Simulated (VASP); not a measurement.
Output of a VASP run:

OSZICAR:
```
...
DAV:   5    -0.178107827041E+02   -0.46695E-02   -0.47537E-02  1256   0.215E+00    0.576E-01
DAV:   6    -0.178148157845E+02   -0.40331E-02   -0.92664E-03  1192   0.894E-01    0.115E-01
DAV:   7    -0.178151057631E+02   -0.28998E-03   -0.48926E-04  1336   0.212E-01    0.192E-02
DAV:   8    -0.178150989950E+02    0.67682E-05   -0.35473E-05  1224   0.586E-02    0.849E-03
DAV:   9    -0.178150975609E+02    0.14340E-05   -0.71477E-06  1240   0.208E-02    0.271E-03
DAV:  10    -0.178150974013E+02    0.15967E-06   -0.15215E-07   600   0.416E-03
   3 F= -.17815097E+02 E0= -.17813800E+02  d E =-.273461E+01
       N       E                     dE             d eps       ncg     rms          rms(c)
DAV:   1    -0.178729474122E+02   -0.57850E-01   -0.99920E-01  1188   0.146E+01    0.250E+00
DAV:   2    -0.178271656669E+02    0.45782E-01   -0.15593E-01  1172   0.435E+00    0.398E-01
DAV:   3    -0.178240207058E+02    0.31450E-02   -0.55713E-03  1160   0.744E-01    0.281E-01
DAV:   4    -0.178233362051E+02    0.68450E-03   -0.22184E-03  1184   0.490E-01    0.183E-01
DAV:   5    -0.178233637445E+02   -0.27539E-04   -0.12809E-04  1264   0.134E-01    0.293E-02
DAV:   6    -0.178233611894E+02    0.25551E-05   -0.21250E-05  1228   0.388E-02    0.255E-03
DAV:   7    -0.178233607287E+02    0.46069E-06   -0.61741E-07   660   0.858E-03
   4 F= -.17823361E+02 E0= -.17822084E+02  d E =-.274287E+01
       N       E                     dE             d eps       ncg     rms          rms(c)
DAV:   1    -0.178427738756E+02   -0.19413E-01   -0.37968E-01  1192   0.905E+00    0.155E+00
DAV:   2    -0.178254221338E+02    0.17352E-01   -0.59319E-02  1176   0.269E+00    0.245E-01
DAV:   3    -0.178242255811E+02    0.11966E-02   -0.21203E-03  1160   0.457E-01    0.171E-01
DAV:   4    -0.178239680855E+02    0.25750E-03   -0.84076E-04  1172   0.302E-01    0.113E-01
DAV:   5    -0.178239808702E+02   -0.12785E-04   -0.48758E-05  1264   0.834E-02    0.187E-02
DAV:   6    -0.178239800382E+02    0.83203E-06   -0.78619E-06  1236   0.241E-02
   5 F= -.17823980E+02 E0= -.17822722E+02  d E =-.274349E+01
       N       E                     dE             d eps       ncg     rms          rms(c)
DAV:   1    -0.178332248730E+02   -0.92440E-02   -0.18814E-01  1188   0.640E+00    0.107E+00
DAV:   2    -0.178246234707E+02    0.86014E-02   -0.30320E-02  1176   0.190E+00    0.170E-01
DAV:   3    -0.178240422279E+02    0.58124E-03   -0.10452E-03  1156   0.316E-01    0.115E-01
DAV:   4    -0.178239095979E+02    0.13263E-03   -0.40756E-04  1176   0.210E-01    0.764E-02
DAV:   5    -0.178239091366E+02    0.46133E-06   -0.23962E-05  1264   0.587E-02    0.139E-02
DAV:   6    -0.178239083778E+02    0.75874E-06   -0.34796E-06  1212   0.166E-02
   6 F= -.17823908E+02 E0= -.17822637E+02  d E =0.716604E-04
       N       E                     dE             d eps       ncg     rms          rms(c)
DAV:   1    -0.178268770401E+02   -0.29679E-02   -0.54934E-02  1192   0.345E+00    0.586E-01
DAV:   2    -0.178243635492E+02    0.25135E-02   -0.87530E-03  1176   0.103E+00    0.934E-02
DAV:   3    -0.178241921150E+02    0.17143E-03   -0.30781E-04  1156   0.171E-01    0.637E-02
DAV:   4    -0.178241562234E+02    0.35892E-04   -0.12258E-04  1176   0.115E-01    0.423E-02
DAV:   5    -0.178241594447E+02   -0.32213E-05   -0.71224E-06  1268   0.320E-02    0.745E-03
DAV:   6    -0.178241593873E+02    0.57411E-07   -0.10242E-06   656   0.929E-03
   7 F= -.17824159E+02 E0= -.17822895E+02  d E =-.179349E-03
```

OUTCAR:
```
------------------------ aborting loop because EDIFF is reached ----------------------------------------
  FORCE on cell =-STRESS in cart. coord.  units (eV):
  Direction    XX          YY          ZZ          XY          YZ          ZX
  --------------------------------------------------------------------------------------
  Total       -0.0010641     -0.0010641     -0.0010641      0.0000000      0.0000000     -0.0000000
  in kB       -0.0598512     -0.0598512     -0.0598512      0.0000000      0.0000000     -0.0000000
  external PRESSURE =      -0.0598512 kB  Pullay stress =       0.0000000 kB
  volume of cell :       28.49
      direct lattice vectors                 reciprocal lattice vectors
    -0.000000000  2.423988586  2.423988586    -0.206271598  0.206271598  0.206271598
     2.423988586  0.000000000  2.423988586     0.206271598 -0.206271598  0.206271598
     2.423988586  2.423988586  0.000000000     0.206271598  0.206271598 -0.206271598
 POSITION                                       TOTAL-FORCE (eV/Angst)
 -----------------------------------------------------------------------------------
     -0.00000      0.00000      0.00000         0.000000      0.000000      0.000000
      1.21199      1.21199      1.21199        -0.000000     -0.000000     -0.000000
 -----------------------------------------------------------------------------------
    total drift:                                0.000000      0.000000      0.000000
  FREE ENERGIE OF THE ION-ELECTRON SYSTEM (eV)
  ---------------------------------------------------
  free  energy   TOTEN  =       -17.8241593873 eV

  energy  without entropy=      -17.8203656751  energy(sigma->0) =      -17.82289482

 reached required accuracy - stopping structural energy minimisation
```
(Selected blocks of OUTCAR.)

**POSCAR**
```
WB
1
    0.0000000000     2.8405630000     2.8405630000
    2.8405630000     0.0000000000     2.8405630000
    2.8405630000     2.8405630000     0.0000000000
W B
1 1
Direct
  0.0000000000   0.0000000000   0.0000000000
  0.2500000000   0.2500000000   0.2500000000
```

Write an INCAR and KPOINTS that could have produced this output.

Several could match; the one computed here: the input of the run itself, PBE GGA, plane waves, VASP's PBE PAW potentials (set 64).

**KPOINTS**
```
Automatic mesh
0
Gamma
10 10 10
0 0 0
```

### INCAR
```
SYSTEM = WB
PREC = Accurate
ENCUT = 520
EDIFF = 1E-6
NELM = 100
ALGO = Normal
LREAL = .FALSE.
LASPH = .TRUE.
ISMEAR = 1
SIGMA = 0.1
GGA = PE
LMAXMIX = 6
LWAVE = .FALSE.
LCHARG = .FALSE.
IBRION = 2
ISIF = 3
NSW = 60
EDIFFG = -0.01
```

POTCAR, in this order: W_sv B (PBE.64 set). Program: vasp_std.

Energy and stress use the plane-wave basis of the starting cell.

The structure was generated: WB was put into the zinc blende type (F-43m), which need not be its known phase. This run relaxes it. Symmetry was kept, so distortions that lower it aren't found. The electron count is odd and the run is not spin-polarised, which forces a metal.
